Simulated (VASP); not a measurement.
Level of theory: PBE GGA, VASP's PBE PAW potentials (set 64) (plane waves; VASP 6.6.1).

The input files of a VASP run:

**KPOINTS**
```
Automatic mesh
0
gamma
 7 7 7
0 0 0
```

POSCAR:
```
FeO
1.0
  4.4369510000   2.2184760000   2.2184760000
  2.2184760000   4.4369510000   2.2184760000
  2.2184760000   2.2184760000   4.4369510000
Fe O
2 2
direct
  0.0000000000   0.0000000000   0.0000000000
  0.5000000000   0.5000000000   0.5000000000
  0.2500000000   0.2500000000   0.2500000000
  0.7500000000   0.7500000000   0.7500000000
```

### INCAR
```
SYSTEM = FeO
PREC = Accurate
ENCUT = 400
EDIFF = 1E-6
NELM = 100
ALGO = Normal
LREAL = .FALSE.
LASPH = .TRUE.
ISMEAR = -1
SIGMA = 0.01
GGA = PE
LMAXMIX = 4
LWAVE = .FALSE.
LCHARG = .FALSE.
ISIF = 2
ISPIN = 2
MAGMOM = 4.0 -4.0 0.0 0.0
LORBIT = 11
```

POTCAR, in this order: Fe O (PBE.64 set). Program: vasp_std.

**Question.** What will the output report for the number of irreducible k-points (NKPTS), largest plane-wave count, number of space-group operations, FFT grid (NGX, NGY, NGZ)?

**Answer.** 
* **number of irreducible k-points (NKPTS)**: 44
* **largest plane-wave count**: 803
* **number of space-group operations**: 12
* **FFT grid (NGX, NGY, NGZ)**: 36 × 36 × 36

The structure is a typed FeO crystal. The cell was not relaxed at this level. The k-mesh is coarse (spacing up to 0.34 per Å, 2π included), so the numbers may not be converged in it.
